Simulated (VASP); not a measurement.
Input:

```xyz
4
Lattice="1.5456 -2.6770 0.0000 1.5456 2.6770 0.0000 0.0000 0.0000 5.0759" Properties=species:S:1:pos:R:3 pbc="T T T"
Si     1.5456    -0.8923     2.5358
Si     1.5456     0.8923     5.0737
C      1.5456    -0.8923     4.4435
C      1.5456     0.8923     1.9056
```

These are PBE GGA, VASP's PBE PAW potentials (set 64) (plane waves; VASP) values and carry that method's errors. Run with 520 eV cut-off, 9×9×5 Γ-centred mesh, tetrahedra with Blöchl corrections, potentials Si C.

The cores are frozen, which limits the accuracy of field gradients.

Give the principal components of the electric field gradient (V/Å²) and the asymmetry η at each nucleus.

```tsv
atom	Vxx	Vyy	Vzz	η
Si1	-1.8	-1.8	3.5	0.00
Si2	-1.8	-1.8	3.5	0.00
C3	-1.1	-1.1	2.2	0.00
C4	-1.1	-1.1	2.2	0.00
```

The compound is SiC in the wurtzite structure, the rare 2H polytype. It was relaxed first.
